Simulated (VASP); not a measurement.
Computed with HSE06 screened hybrid, VASP's PBE PAW potentials (set 64) (plane waves; VASP).

A VASP calculation is set up with these files.

**POSCAR**
```
BSi62
1
   10.9370747000     0.0000000000     0.0000000000
    0.0000000000    10.9370747000     0.0000000000
    0.0000000000     0.0000000000    10.9370747000
Si B
62 1
Direct
  0.5004231957   0.9989837735   0.9988874722
  0.6246602978   0.1250717757   0.1250137764
  0.7501972178   0.2498327035   0.0000854234
  0.8752437321   0.3753709901   0.1248518038
  0.7502005301   0.0002091970   0.2499224532
  0.8752071353   0.1249851233   0.3754348947
  0.0001837323   0.9998143906   0.9998433079
  0.1257071201   0.1251023071   0.1248521618
  0.2514067148   0.2507560733   0.0007090016
  0.3781737311   0.3741653592   0.1273824479
  0.5008764425   0.4991875653   0.0002844916
  0.6260400576   0.6224256308   0.1268348501
  0.7496420733   0.7492298321   0.0004407457
  0.8751097669   0.8744704201   0.1251355213
  0.2510502626   0.0006205994   0.2504323353
  0.3777872232   0.1270002321   0.3740005292
  0.5046490170   0.2514591110   0.2517226371
  0.7488581841   0.4960248378   0.2509069272
  0.8728844427   0.6221082486   0.3741158125
  0.5008894737   0.0003470010   0.4991881443
  0.6260100794   0.1273297812   0.6219134693
  0.7488389945   0.2515813103   0.4956395860
  0.8731597548   0.3740599025   0.6223500548
  0.7494999436   0.0007331970   0.7486353767
  0.8749987103   0.1249462817   0.8743570669
  0.0013185074   0.4996955569   0.9989569427
  0.1267679699   0.6237501474   0.1271077001
  0.2501426161   0.7499819843   0.0010944485
  0.3764720653   0.8733502455   0.1270320604
  0.0000443003   0.2498644420   0.2498150911
  0.1258119526   0.3745051995   0.3744714826
  0.2547507751   0.4998393309   0.2542614336
  0.3860316919   0.6142581267   0.3879760555
  0.5004271502   0.7453869144   0.2541694918
  0.6256317879   0.8743719579   0.3745238164
  0.0012489292   0.9989122178   0.4997031032
  0.1268035982   0.1270938227   0.6236871512
  0.2547449047   0.2541878741   0.4996899743
  0.3860077656   0.3879166408   0.6141267542
  0.6122313452   0.6142175939   0.6142408747
  0.7458572596   0.7453428871   0.4997645385
  0.8731058341   0.8733177164   0.6236443993
  0.2502309203   0.0012237850   0.7500350899
  0.3765044842   0.1271644878   0.8734049388
  0.5004075971   0.2543040936   0.7453810896
  0.6256736302   0.3745600308   0.8743343381
  0.7459675974   0.4998014631   0.7453675146
  0.8731394762   0.6237228920   0.8733405831
  0.9993933103   0.7488671313   0.2506592087
  0.1269907209   0.8730746838   0.3746190055
  0.9997666830   0.4991768306   0.4991545939
  0.1247881547   0.6249919496   0.6246900064
  0.2521627294   0.7482038672   0.5005473158
  0.3753406710   0.8753726513   0.6249866532
  0.9996126666   0.2505699931   0.7491628746
  0.1272655831   0.3746997514   0.8731504186
  0.2520023360   0.5006284082   0.7478795108
  0.3751778353   0.6248340899   0.8752551037
  0.4995346293   0.7480673674   0.7481665225
  0.6255089255   0.8733068123   0.8729370562
  0.9990951539   0.7500148548   0.7499304779
  0.1253083344   0.8748886621   0.8748279853
  0.4728622743   0.5272858919   0.5273001038
```

INCAR:
```
SYSTEM = BSi62
PREC = Normal
ENCUT = 400
EDIFF = 1E-5
NELM = 50
ALGO = Normal
LREAL = Auto
LASPH = .TRUE.
ISMEAR = 0
SIGMA = 0.05
GGA = PE
LWAVE = .FALSE.
LCHARG = .FALSE.
NELMIN = 4
ISYM = 0
NELECT = 252.0
ISPIN = 2
NUPDOWN = 2
MAGMOM = 63*0.0317
LORBIT = 10
HFSCREEN = 0.2
AEXX = 0.25
LHFCALC = .TRUE.
PRECFOCK = Fast
ISIF = 0
```

### KPOINTS
```
Automatic mesh
0
Gamma
1 1 1
0 0 0
```

POTCAR, in this order: Si B (PBE.64 set). Program: vasp_gam. Read from the step before: WAVECAR.

What VASP printed:

**OUTCAR**
```
 ion  position               nearest neighbor table
   1  0.500  0.999  0.999-   2 2.38  60 2.38  44 2.38  29 2.39
   2  0.625  0.125  0.125-  17 2.36   3 2.37   5 2.37   1 2.38
   3  0.750  0.250  0.000-  46 2.37   2 2.37   4 2.37  25 2.37
   4  0.875  0.375  0.125-  18 2.36  30 2.37   3 2.37  26 2.38
   5  0.750  0.000  0.250-  35 2.37   6 2.37   2 2.37  14 2.37
   6  0.875  0.125  0.375-  22 2.36   5 2.37  30 2.37  36 2.38
   7  0.000  1.000  1.000-  62 2.37  14 2.37  25 2.37   8 2.37
   8  0.126  0.125  0.125-  30 2.37  15 2.37   9 2.37   7 2.37
   9  0.251  0.251  0.001-   8 2.37  56 2.37  44 2.37  10 2.38
  10  0.378  0.374  0.127-  17 2.36  11 2.37  32 2.37   9 2.38
  11  0.501  0.499  0.000-  10 2.37  12 2.37  46 2.37  58 2.38
  12  0.626  0.622  0.127-  18 2.36  11 2.37  34 2.37  13 2.38
  13  0.750  0.749  0.000-  14 2.37  60 2.37  48 2.38  12 2.38
  14  0.875  0.874  0.125-  13 2.37  49 2.37   5 2.37   7 2.37
  15  0.251  0.001  0.250-   8 2.37  50 2.37  29 2.38  16 2.38
  16  0.378  0.127  0.374-  17 2.36  20 2.37  38 2.37  15 2.38
  17  0.505  0.251  0.252-   2 2.36  10 2.36  16 2.36
  18  0.749  0.496  0.251-   4 2.36  12 2.36  19 2.36
  19  0.873  0.622  0.374-  18 2.36  51 2.37  41 2.37  49 2.38
  20  0.501  0.000  0.499-  21 2.37  16 2.37  35 2.37  54 2.38
  21  0.626  0.127  0.622-  22 2.36  20 2.37  45 2.37  24 2.38
  22  0.749  0.252  0.496-   6 2.36  21 2.36  23 2.36
  23  0.873  0.374  0.622-  22 2.36  51 2.37  47 2.37  55 2.38
  24  0.749  0.001  0.749-  25 2.37  60 2.37  42 2.37  21 2.38
  25  0.875  0.125  0.874-   3 2.37  55 2.37  24 2.37   7 2.37
  26  0.001  0.500  0.999-   4 2.38  56 2.38  27 2.38  48 2.39
  27  0.127  0.624  0.127-  28 2.37  49 2.37  26 2.38  32 2.39
  28  0.250  0.750  0.001-  27 2.37  29 2.37  62 2.37  58 2.37
  29  0.376  0.873  0.127-  28 2.37  15 2.38   1 2.39  34 2.39
  30  0.000  0.250  0.250-  31 2.37   4 2.37   6 2.37   8 2.37
  31  0.126  0.375  0.374-  38 2.37  32 2.37  30 2.37  51 2.37
  32  0.255  0.500  0.254-  31 2.37  10 2.37  27 2.39  33 2.40
  33  0.386  0.614  0.388-  63 2.03  34 2.40  32 2.40  53 2.41
  34  0.500  0.745  0.254-  35 2.37  12 2.37  29 2.39  33 2.40
  35  0.626  0.874  0.375-  41 2.37  34 2.37   5 2.37  20 2.37
  36  0.001  0.999  0.500-   6 2.38  50 2.38  42 2.39  37 2.39
  37  0.127  0.127  0.624-  43 2.37  55 2.38  36 2.39  38 2.39
  38  0.255  0.254  0.500-  31 2.37  16 2.37  37 2.39  39 2.40
  39  0.386  0.388  0.614-  63 2.03  45 2.40  38 2.40  57 2.41
  40  0.612  0.614  0.614-  63 2.03  41 2.40  47 2.40  59 2.41
  41  0.746  0.745  0.500-  35 2.37  19 2.37  42 2.39  40 2.40
  42  0.873  0.873  0.624-  61 2.37  24 2.37  36 2.39  41 2.39
  43  0.250  0.001  0.750-  44 2.37  37 2.37  54 2.37  62 2.37
  44  0.377  0.127  0.873-  43 2.37   9 2.37   1 2.38  45 2.39
  45  0.500  0.254  0.745-  46 2.37  21 2.37  44 2.39  39 2.40
  46  0.626  0.375  0.874-  45 2.37  47 2.37   3 2.37  11 2.37
  47  0.746  0.500  0.745-  46 2.37  23 2.37  48 2.39  40 2.40
  48  0.873  0.624  0.873-  61 2.37  13 2.38  26 2.39  47 2.39
  49  0.999  0.749  0.251-  14 2.37  50 2.37  27 2.37  19 2.38
  50  0.127  0.873  0.375-  49 2.37  15 2.37  53 2.37  36 2.38
  51  1.000  0.499  0.499-  19 2.37  23 2.37  31 2.37  52 2.38
  52  0.125  0.625  0.625-  53 2.37  57 2.37  61 2.37  51 2.38
  53  0.252  0.748  0.501-  52 2.37  54 2.37  50 2.37  33 2.41
  54  0.375  0.875  0.625-  59 2.37  53 2.37  43 2.37  20 2.38
  55  1.000  0.251  0.749-  25 2.37  56 2.37  37 2.38  23 2.38
  56  0.127  0.375  0.873-   9 2.37  55 2.37  57 2.37  26 2.38
  57  0.252  0.501  0.748-  58 2.37  52 2.37  56 2.37  39 2.41
  58  0.375  0.625  0.875-  59 2.37  57 2.37  28 2.37  11 2.38
  59  0.500  0.748  0.748-  58 2.37  54 2.37  60 2.37  40 2.41
  60  0.626  0.873  0.873-  13 2.37  24 2.37  59 2.37   1 2.38
  61  0.999  0.750  0.750-  42 2.37  48 2.37  52 2.37  62 2.37
  62  0.125  0.875  0.875-   7 2.37  61 2.37  28 2.37  43 2.37
  63  0.473  0.527  0.527-  39 2.03  33 2.03  40 2.03
 Subroutine IBZKPT returns following result:
 Found      1 irreducible k-points:

 Following reciprocal coordinates:
            Coordinates               Weight
  0.000000  0.000000  0.000000      1.000000
 Subroutine IBZKPT_HF returns following result:
   k-points           NKPTS =      1   k-points in BZ     NKDIM =      1   number of bands    NBANDS=    160
   number of dos      NEDOS =    301   number of ions     NIONS =     63
   total plane-waves  NPLWV = 157464
   dimension x,y,z NGX =    54 NGY =   54 NGZ =   54
...
```

File OSZICAR:
```
       N       E                     dE             d eps       ncg     rms          rms(c)
DAV:   1    -0.382023937231E+03   -0.38202E+03   -0.12497E+01   640   0.797E+00    0.190E+01
DAV:   2    -0.382143562641E+03   -0.11963E+00   -0.37453E-01   736   0.129E+00    0.124E+01
DAV:   3    -0.382134851471E+03    0.87112E-02   -0.37664E-02   720   0.352E-01    0.738E+00
DAV:   4    -0.382129656753E+03    0.51947E-02   -0.51779E-03   696   0.131E-01    0.428E+00
DAV:   5    -0.382127351360E+03    0.23054E-02   -0.11708E-03   736   0.699E-02    0.245E+00
DAV:   6    -0.382126600372E+03    0.75099E-03   -0.65151E-04   704   0.475E-02    0.139E+00
DAV:   7    -0.382126368137E+03    0.23223E-03   -0.14509E-04   712   0.226E-02    0.796E-01
DAV:   8    -0.382126290945E+03    0.77192E-04   -0.47119E-05   616   0.133E-02    0.455E-01
DAV:   9    -0.382126271525E+03    0.19420E-04   -0.21518E-05   488   0.896E-03    0.257E-01
DAV:  10    -0.382126268211E+03    0.33142E-05   -0.68010E-06   368   0.543E-03
   1 F= -.38212627E+03 E0= -.38212627E+03  d E =-.101669E-10  mag=     2.0000
```

File OUTCAR:
```
------------------------ aborting loop because EDIFF is reached ----------------------------------------
  volume of cell :     1308.29
      direct lattice vectors                 reciprocal lattice vectors
    10.937074700  0.000000000  0.000000000     0.091432127  0.000000000  0.000000000
     0.000000000 10.937074700  0.000000000     0.000000000  0.091432127  0.000000000
     0.000000000  0.000000000 10.937074700     0.000000000  0.000000000  0.091432127
 POSITION                                       TOTAL-FORCE (eV/Angst)
 -----------------------------------------------------------------------------------
      5.47317     10.92596     10.92491         0.022197      0.006952      0.009230
      6.83196      1.36792      1.36729         0.020844      0.004887      0.013222
      8.20496      2.73244      0.00093         0.032422     -0.023521     -0.014699
      9.57261      4.10546      1.36551        -0.020590     -0.019540      0.014914
      8.20500      0.00229      2.73342         0.031155     -0.018553     -0.031130
      9.57221      1.36697      4.10616        -0.015502      0.016969     -0.017988
      0.00201     10.93504     10.93536        -0.004562      0.015253      0.007078
      1.37487      1.36825      1.36552         0.009204     -0.001155     -0.004883
      2.74965      2.74254      0.00775         0.018091      0.001388     -0.003655
      4.13611      4.09227      1.39319        -0.005575     -0.038005      0.007219
      5.47812      5.45965      0.00311        -0.020255      0.036468     -0.009310
      6.84705      6.80752      1.38720         0.030064      0.001306      0.006025
      8.19889      8.19438      0.00482        -0.005579     -0.022419     -0.004945
      9.57114      9.56415      1.36862         0.001898     -0.007842     -0.004476
      2.74576      0.00679      2.73900         0.019075     -0.013451      0.002886
      4.13189      1.38901      4.09047         0.008687      0.015043     -0.030642
      5.51938      2.75023      2.75311        -0.091584     -0.063267     -0.063198
      8.19032      5.42506      2.74419         0.060468      0.081704     -0.056141
      9.54680      6.80404      4.09173        -0.007629      0.003184     -0.036711
      5.47827      0.00380      5.45966        -0.029970     -0.011074      0.024896
      6.84672      1.39262      6.80191         0.031505      0.008106      0.008633
      8.19011      2.75156      5.42085         0.063949     -0.058954      0.084850
      9.54981      4.09112      6.80669        -0.014572     -0.029612     -0.001963
      8.19734      0.00802      8.18788        -0.007585     -0.007230     -0.017974
      9.56993      1.36655      9.56291         0.006655     -0.002449     -0.006285
      0.01442      5.46521     10.92567        -0.006544     -0.015133     -0.003008
      1.38647      6.82200      1.39019        -0.005206      0.032034      0.001878
      2.73583      8.20261      0.01197         0.015257     -0.015618     -0.005585
      4.11750      9.55190      1.38936        -0.039006      0.006810      0.003731
      0.00048      2.73279      2.73225         0.012163     -0.027803     -0.023108
      1.37601      4.09599      4.09562         0.015732      0.007751      0.005955
      2.78623      5.46678      2.78088         0.001708     -0.036269      0.008403
      4.22206      6.71819      4.24332        -0.127785      0.120375     -0.117763
      5.47321      8.15235      2.77987         0.039131      0.008328      0.008497
      6.84258      9.56307      4.09619        -0.008608     -0.021670      0.001337
      0.01366     10.92518      5.46529        -0.006167      0.004733     -0.016540
      1.38686      1.39003      6.82131        -0.005914      0.002605      0.040511
      2.78616      2.78007      5.46515        -0.001657      0.007226     -0.035956
      4.22180      4.24267      6.71675        -0.131325     -0.113747      0.123454
      6.69602      6.71774      6.71800         0.101975      0.119666      0.121761
      8.15750      8.15187      5.46596        -0.001963      0.008930     -0.037344
      9.54922      9.55154      6.82085        -0.006131      0.005618      0.032970
      2.73679      0.01338      8.20319         0.015062     -0.004520     -0.020507
      4.11786      1.39081      9.55250        -0.035685      0.004322      0.001261
      5.47300      2.78134      8.15229         0.042472     -0.001464      0.000203
      6.84304      4.09659      9.56266        -0.008761      0.006100     -0.020030
      8.15870      5.46637      8.15214        -0.003867     -0.038885      0.006518
      9.54959      6.82170      9.55179        -0.001651      0.036039      0.005622
     10.93044      8.19042      2.74148         0.014148     -0.017730      0.006879
      1.38891      9.54888      4.09724        -0.008423      0.016019     -0.016635
     10.93452      5.45953      5.45929         0.012623      0.026429      0.029875
      1.36482      6.83558      6.83228        -0.007125     -0.001787      0.009542
      2.75792      8.18316      5.47452         0.007576     -0.009802      0.040702
      4.10513      9.57402      6.83553        -0.007528      0.012971      0.002244
     10.93284      2.74050      8.19365         0.009693      0.000458     -0.022509
      1.39191      4.09812      9.54971        -0.016782     -0.008320      0.009030
      2.75617      5.47541      8.17961         0.015573      0.040039     -0.007698
      4.10335      6.83386      9.57273        -0.007835      0.003071      0.012700
      5.46345      8.18167      8.18275        -0.031204     -0.007715     -0.010311
      6.84124      9.55142      9.54738         0.012235      0.007049      0.013847
     10.92718      8.20297      8.20205        -0.000515     -0.019427     -0.013001
      1.37051      9.56872      9.56806        -0.008524      0.007411      0.007875
      5.17173      5.76697      5.76712         0.030046     -0.018279     -0.019752
 -----------------------------------------------------------------------------------
    total drift:                                0.008078      0.019822      0.002498
  FREE ENERGIE OF THE ION-ELECTRON SYSTEM (eV)
  ---------------------------------------------------
  free  energy   TOTEN  =      -382.1262682106 eV

  energy  without entropy=     -382.1262682106  energy(sigma->0) =     -382.12626821

  exchange ACFDT corr.  =         0.00000000  see jH, gK, PRB 81, 115126

 total charge

# of ion       s       p       d       tot
------------------------------------------
    1        0.753   0.947   0.000   1.700
    2        0.751   0.957   0.000   1.707
    3        0.749   0.966   0.000   1.716
    4        0.751   0.957   0.000   1.707
    5        0.749   0.966   0.000   1.716
    6        0.751   0.957   0.000   1.707
    7        0.749   0.963   0.000   1.713
    8        0.748   0.965   0.000   1.713
    9        0.753   0.956   0.000   1.709
   10        0.750   0.957   0.000   1.707
   11        0.749   0.965   0.000   1.714
   12        0.750   0.957   0.000   1.707
   13        0.753   0.956   0.000   1.709
   14        0.748   0.965   0.000   1.713
   15        0.753   0.956   0.000   1.709
   16        0.750   0.957   0.000   1.707
   17        0.792   0.887   0.000   1.679
   18        0.792   0.888   0.000   1.680
   19        0.750   0.958   0.000   1.707
   20        0.749   0.965   0.000   1.714
   21        0.750   0.957   0.000   1.707
   22        0.792   0.887   0.000   1.679
   23        0.750   0.957   0.000   1.707
   24        0.753   0.956   0.000   1.709
   25        0.748   0.965   0.000   1.713
...
```
(Selected blocks of OUTCAR.)

The cell is charged, with a uniform compensating background. The supercell is sampled at Γ alone, which is coarse: total energies, pressure and levels can be off, energies of defects by several tenths of an eV.

The cell is a supercell with a defect, built from Si (diamond): B_Si-vac_Si, charge -1. The cell's shape comes from a PBE relaxation.
